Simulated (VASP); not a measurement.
Computed with LDA (Ceperley-Alder, Perdew-Zunger), VASP's LDA PAW potentials (set 64) (plane waves; VASP 6.6.1).

A VASP calculation is set up with these files.

### INCAR
```
ALGO = Normal
EDIFFG = -0.01   ! ionic stop
IBRION = 2
LMAXMIX = 4
LREAL = F   ! projection in real space or not
LASPH = T   ! aspherical one-centre terms
ISMEAR = 1
LCHARG = F
SIGMA = 0.1   ! width (eV)
NSW = 60   ! most ionic steps
NELM = 100   ! most electronic steps
LWAVE = F
ENCUT = 400   ! plane-wave cut-off (eV)
SYSTEM = TiCo
ISIF = 3   ! ions, shape and volume
EDIFF = 1E-6
PREC = Accurate
```

POSCAR:
```
TiCo
1
    2.8985483393     0.0000000000    -0.0000000000
   -0.0000000000     2.8985483393     0.0000000000
   -0.0000000000    -0.0000000000     2.8985483393
Ti Co
1 1
Direct
  0.0000000000   0.0000000000   0.0000000000
  0.5000000000   0.5000000000   0.5000000000
```

KPOINTS:
```
Automatic mesh
0
Gamma
11 11 11
0 0 0
```

POTCAR, in this order: Ti_sv Co (LDA.64 set). Program: vasp_std.

Output of the run:

File OUTCAR:
```
 ion  position               nearest neighbor table
   1  0.000  0.000  0.000-   2 2.51   2 2.51   2 2.51   2 2.51   2 2.51   2 2.51   2 2.51   2 2.51
  LATTYP: Found a simple cubic cell.
 ALAT       =     2.8985483393
 Subroutine PRICEL returns:
 Original cell was already a primitive cell.
 Subroutine GETGRP returns: Found 48 space group operations
The static configuration has the point symmetry O_h .
The dynamic configuration has the point symmetry O_h .
 Subroutine INISYM returns: Found 48 space group operations
 Subroutine IBZKPT returns following result:
 Found     56 irreducible k-points:

 Following reciprocal coordinates:
            Coordinates               Weight
  0.000000  0.000000  0.000000      1.000000
  0.090909  0.000000  0.000000      6.000000
  0.181818  0.000000  0.000000      6.000000
  0.272727  0.000000  0.000000      6.000000
  0.363636  0.000000  0.000000      6.000000
  0.454545  0.000000  0.000000      6.000000
  0.090909  0.090909  0.000000     12.000000
  0.181818  0.090909  0.000000     24.000000
  0.272727  0.090909  0.000000     24.000000
  0.363636  0.090909  0.000000     24.000000
  0.454545  0.090909  0.000000     24.000000
  0.181818  0.181818  0.000000     12.000000
  0.272727  0.181818  0.000000     24.000000
  0.363636  0.181818  0.000000     24.000000
  0.454545  0.181818  0.000000     24.000000
  0.272727  0.272727  0.000000     12.000000
  0.363636  0.272727  0.000000     24.000000
  0.454545  0.272727  0.000000     24.000000
  0.363636  0.363636  0.000000     12.000000
  0.454545  0.363636  0.000000     24.000000
  0.454545  0.454545  0.000000     12.000000
  0.090909  0.090909  0.090909      8.000000
  0.181818  0.090909  0.090909     24.000000
  0.272727  0.090909  0.090909     24.000000
  0.363636  0.090909  0.090909     24.000000
  0.454545  0.090909  0.090909     24.000000
  0.181818  0.181818  0.090909     24.000000
  0.272727  0.181818  0.090909     48.000000
  0.363636  0.181818  0.090909     48.000000
  0.454545  0.181818  0.090909     48.000000
  0.272727  0.272727  0.090909     24.000000
  0.363636  0.272727  0.090909     48.000000
  0.454545  0.272727  0.090909     48.000000
  0.363636  0.363636  0.090909     24.000000
  0.454545  0.363636  0.090909     48.000000
  0.454545  0.454545  0.090909     24.000000
  0.181818  0.181818  0.181818      8.000000
  0.272727  0.181818  0.181818     24.000000
  0.363636  0.181818  0.181818     24.000000
  0.454545  0.181818  0.181818     24.000000
   k-points           NKPTS =     56   k-points in BZ     NKDIM =     56   number of bands    NBANDS=     14
   number of dos      NEDOS =    301   number of ions     NIONS =      2
   total plane-waves  NPLWV =   8000
   dimension x,y,z NGX =    20 NGY =   20 NGZ =   20
   dimension x,y,z NGXF=    40 NGYF=   40 NGZF=   40
   ions per type =               1   1
   PREC   = accura    normal or accurate (medium, high low for compatibility)
   ISTART =      0    job   : 0-new  1-cont  2-samecut
   ICHARG =      2    charge: 1-file 2-atom 10-const
   ISPIN  =      1    spin polarized calculation?
   LNONCOLLINEAR =      F non collinear calculations
   LSORBIT =      F    spin-orbit coupling
   INIWAV =      1    electr: 0-lowe 1-rand  2-diag
   ENCUT  =  400.0 eV  29.40 Ry    5.42 a.u.   4.73  4.73  4.73*2*pi/ulx,y,z
   NELM   =    100;   NELMIN=  2; NELMDL= -5     # of ELM steps
   EDIFF  = 0.1E-05   stopping-criterion for ELM
   LREAL  =      F    real-space projection
   NLSPLINE    = F    spline interpolate recip. space projectors
   LMAXMIX     =    4 max onsite mixed and CHGCAR
   VOSKOWN=      0    Vosko Wilk Nusair interpolation
...
```

**OSZICAR**
```
       N       E                     dE             d eps       ncg     rms          rms(c)
DAV:   1     0.134310045195E+03    0.13431E+03   -0.90548E+03  1568   0.162E+03
DAV:   2    -0.119839953050E+02   -0.14629E+03   -0.14361E+03  1598   0.384E+02
DAV:   3    -0.196006960711E+02   -0.76167E+01   -0.75509E+01  2366   0.993E+01
DAV:   4    -0.198425817271E+02   -0.24189E+00   -0.24058E+00  1942   0.143E+01
DAV:   5    -0.198502478877E+02   -0.76662E-02   -0.76660E-02  2256   0.241E+00    0.143E+01
DAV:   6    -0.181739293902E+02    0.16763E+01   -0.13946E+01  1780   0.579E+01    0.723E+00
DAV:   7    -0.197658527437E+02   -0.15919E+01   -0.23967E+01  2498   0.526E+01    0.198E+01
DAV:   8    -0.175811556048E+02    0.21847E+01   -0.13196E+01  2322   0.379E+01    0.176E+00
DAV:   9    -0.176075713075E+02   -0.26416E-01   -0.29711E-01  2286   0.542E+00    0.190E+00
DAV:  10    -0.175892460478E+02    0.18325E-01   -0.90124E-02  2348   0.390E+00    0.434E-01
DAV:  11    -0.175879418426E+02    0.13042E-02   -0.61543E-03  2068   0.891E-01    0.212E-01
DAV:  12    -0.175875535978E+02    0.38824E-03   -0.17543E-03  2378   0.348E-01    0.314E-02
DAV:  13    -0.175875534712E+02    0.12655E-06   -0.34245E-05  1688   0.661E-02    0.254E-02
DAV:  14    -0.175875494815E+02    0.39898E-05   -0.15471E-05  2264   0.406E-02    0.636E-03
DAV:  15    -0.175875491336E+02    0.34780E-06   -0.11612E-06   870   0.136E-02
   1 F= -.17587549E+02 E0= -.17587950E+02  d E =-.175875E+02
       N       E                     dE             d eps       ncg     rms          rms(c)
DAV:   1    -0.175903894284E+02   -0.28399E-02   -0.62688E-02  1664   0.403E+00    0.490E-01
DAV:   2    -0.175952065456E+02   -0.48171E-02   -0.69765E-02  2126   0.351E+00    0.963E-01
DAV:   3    -0.175876888723E+02    0.75177E-02   -0.52037E-02  2310   0.277E+00    0.179E-01
DAV:   4    -0.175874700616E+02    0.21881E-03   -0.11626E-03  2104   0.341E-01    0.725E-02
DAV:   5    -0.175874769267E+02   -0.68651E-05   -0.18681E-04  2168   0.905E-02    0.390E-02
DAV:   6    -0.175875023026E+02   -0.25376E-04   -0.53779E-05  2032   0.499E-02    0.312E-02
DAV:   7    -0.175875028885E+02   -0.58590E-06   -0.38352E-05  2360   0.633E-02    0.338E-03
DAV:   8    -0.175875029348E+02   -0.46349E-07   -0.77374E-07   882   0.910E-03
   2 F= -.17587503E+02 E0= -.17587908E+02  d E =0.461988E-04
       N       E                     dE             d eps       ncg     rms          rms(c)
DAV:   1    -0.175888739794E+02   -0.13711E-02   -0.28424E-02  1664   0.272E+00    0.329E-01
DAV:   2    -0.175910678396E+02   -0.21939E-02   -0.32062E-02  2132   0.236E+00    0.657E-01
DAV:   3    -0.175876529750E+02    0.34149E-02   -0.24315E-02  2332   0.187E+00    0.120E-01
DAV:   4    -0.175875560212E+02    0.96954E-04   -0.50776E-04  2090   0.226E-01    0.508E-02
DAV:   5    -0.175875578912E+02   -0.18701E-05   -0.90274E-05  2156   0.646E-02    0.265E-02
DAV:   6    -0.175875694694E+02   -0.11578E-04   -0.24834E-05  2112   0.368E-02    0.223E-02
DAV:   7    -0.175875692922E+02    0.17727E-06   -0.19205E-05  2338   0.454E-02    0.247E-03
DAV:   8    -0.175875693061E+02   -0.13960E-07   -0.41064E-07   798   0.675E-03
   3 F= -.17587569E+02 E0= -.17587971E+02  d E =-.201725E-04
```

File OUTCAR:
```
------------------------ aborting loop because EDIFF is reached ----------------------------------------
  FORCE on cell =-STRESS in cart. coord.  units (eV):
  Direction    XX          YY          ZZ          XY          YZ          ZX
  --------------------------------------------------------------------------------------
  Total        0.0030428      0.0030428      0.0030428     -0.0000000     -0.0000000     -0.0000000
  in kB        0.2003952      0.2003952      0.2003952     -0.0000000     -0.0000000     -0.0000000
  external PRESSURE =       0.2003952 kB  Pullay stress =       0.0000000 kB
  volume of cell :       24.33
      direct lattice vectors                 reciprocal lattice vectors
     2.897557473  0.000000000  0.000000000     0.345118262  0.000000000  0.000000000
    -0.000000000  2.897557473  0.000000000    -0.000000000  0.345118262 -0.000000000
    -0.000000000  0.000000000  2.897557473    -0.000000000 -0.000000000  0.345118262
 POSITION                                       TOTAL-FORCE (eV/Angst)
 -----------------------------------------------------------------------------------
      0.00000      0.00000      0.00000         0.000000      0.000000      0.000000
      1.44878      1.44878      1.44878        -0.000000      0.000000      0.000000
 -----------------------------------------------------------------------------------
    total drift:                               -0.000000      0.000000      0.000000
  FREE ENERGIE OF THE ION-ELECTRON SYSTEM (eV)
  ---------------------------------------------------
  free  energy   TOTEN  =       -17.5875693061 eV

  energy  without entropy=      -17.5887756114  energy(sigma->0) =      -17.58797141

 reached required accuracy - stopping structural energy minimisation
```
(Selected blocks of OUTCAR.)

File CONTCAR:
```
TiCo
   1.00000000000000
     2.8975574734617102    0.0000000000000000    0.0000000000000000
    -0.0000000000000000    2.8975574734617102    0.0000000000000000
    -0.0000000000000000    0.0000000000000000    2.8975574734617102
  Ti              Co
     1     1
Direct
     0.0000000000000000    0.0000000000000000    0.0000000000000000
     0.5000000000000000    0.5000000000000000    0.5000000000000000
```

The compound is TiCo in the CsCl type structure. This run relaxes it. Symmetry was kept, so distortions that lower it aren't found. The start is the result of an earlier pass. The run is not spin-polarised, so no magnetic state was tried. The electron count is odd and the run is not spin-polarised, which forces a metal.
